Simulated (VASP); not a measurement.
Output of a VASP run:

File OSZICAR:
```
       N       E                     dE             d eps       ncg     rms          rms(c)
DAV:   1     0.893970740068E+01    0.89397E+01   -0.39381E+03  1216   0.839E+02
DAV:   2    -0.129030365937E+02   -0.21843E+02   -0.20845E+02  1616   0.110E+02
DAV:   3    -0.132255064521E+02   -0.32247E+00   -0.32224E+00  1440   0.155E+01
DAV:   4    -0.132259481336E+02   -0.44168E-03   -0.44167E-03  1800   0.534E-01
DAV:   5    -0.132259483398E+02   -0.20626E-06   -0.20607E-06  1416   0.951E-03    0.555E+00
DAV:   6    -0.115269471054E+02    0.16990E+01   -0.28168E+00  1232   0.970E+00    0.273E+00
DAV:   7    -0.112193961338E+02    0.30755E+00   -0.18204E+00  1344   0.772E+00    0.795E-01
DAV:   8    -0.112251972964E+02   -0.58012E-02   -0.11016E-01  1200   0.236E+00    0.401E-01
DAV:   9    -0.112238027759E+02    0.13945E-02   -0.21528E-02  1344   0.115E+00    0.796E-02
DAV:  10    -0.112238969689E+02   -0.94193E-04   -0.10417E-03  1688   0.238E-01    0.341E-02
DAV:  11    -0.112239472260E+02   -0.50257E-04   -0.21896E-04  1320   0.146E-01    0.522E-03
DAV:  12    -0.112239492044E+02   -0.19785E-05   -0.40013E-06  1696   0.216E-02    0.178E-03
DAV:  13    -0.112239498432E+02   -0.63877E-06   -0.21626E-06  1288   0.160E-02
   1 F= -.11223950E+02 E0= -.11223880E+02  d E =-.112239E+02
```

OUTCAR:
```
------------------------ aborting loop because EDIFF is reached ----------------------------------------
  FORCE on cell =-STRESS in cart. coord.  units (eV):
  Direction    XX          YY          ZZ          XY          YZ          ZX
  --------------------------------------------------------------------------------------
  Total       -0.0255985     -0.0255985      0.0393833     -0.0000000     -0.0000000     -0.0000000
  in kB       -1.4128415     -1.4128409      2.1736549     -0.0000000     -0.0000000     -0.0000000
  external PRESSURE =      -0.2173425 kB  Pullay stress =       0.0000000 kB
  volume of cell :       29.03
      direct lattice vectors                 reciprocal lattice vectors
     1.543888043 -2.674092036  0.000000000     0.323857680 -0.186979354  0.000000000
     1.543888043  2.674092036  0.000000000     0.323857680  0.186979354  0.000000000
     0.000000000  0.000000000  3.515680755     0.000000000  0.000000000  0.284439933
 POSITION                                       TOTAL-FORCE (eV/Angst)
 -----------------------------------------------------------------------------------
      0.00000      0.00000      0.00000         0.000000      0.000000      0.000000
      1.54389      0.89137      1.75784        -0.000000     -0.000000      0.000000
      1.54389     -0.89137      1.75784         0.000000      0.000000      0.000000
 -----------------------------------------------------------------------------------
    total drift:                                0.000000     -0.000000      0.000000
  FREE ENERGIE OF THE ION-ELECTRON SYSTEM (eV)
  ---------------------------------------------------
  free  energy   TOTEN  =       -11.2239498432 eV

  energy  without entropy=      -11.2237416976  energy(sigma->0) =      -11.22388046

 reached required accuracy - stopping structural energy minimisation
```
(Selected blocks of OUTCAR.)

**POSCAR**
```
MgB2
1
    1.5438880431    -2.6740920355    -0.0000000000
    1.5438880431     2.6740920355     0.0000000000
    0.0000000000    -0.0000000000     3.5156807550
Mg B
1 2
Direct
  1.0000000000   0.0000000000   1.0000000000
  0.3333330000   0.6666670000   0.5000000000
  0.6666670000   0.3333330000   0.5000000000
```

Q: Write an INCAR and KPOINTS that could have produced this output.

A: Several could match; the one computed here: the input of the run itself, vdW-DF2, plane waves, VASP's PBE PAW potentials (set 64).

**INCAR**
```
AGGAC = 0.0
ALGO = Normal
EDIFF = 1E-6
EDIFFG = -0.02
ENCUT = 520
GGA = ML
IBRION = 2
ISIF = 3
ISMEAR = 1
LASPH = .True.
LCHARG = .False.
LREAL = .False.
LUSE_VDW = .True.
LWAVE = .False.
NELM = 100
NSW = 60
PREC = Accurate
SIGMA = 0.1
SYSTEM = MgB2
ZAB_VDW = -1.8867
```

### KPOINTS
```
Automatic mesh
0
Gamma
10 10 8
0 0 0
```

POTCAR, in this order: Mg B (PBE.64 set). Program: vasp_std.

The compound is MgB2 in the AlB2 type structure. It was relaxed first. The start is the result of an earlier pass.
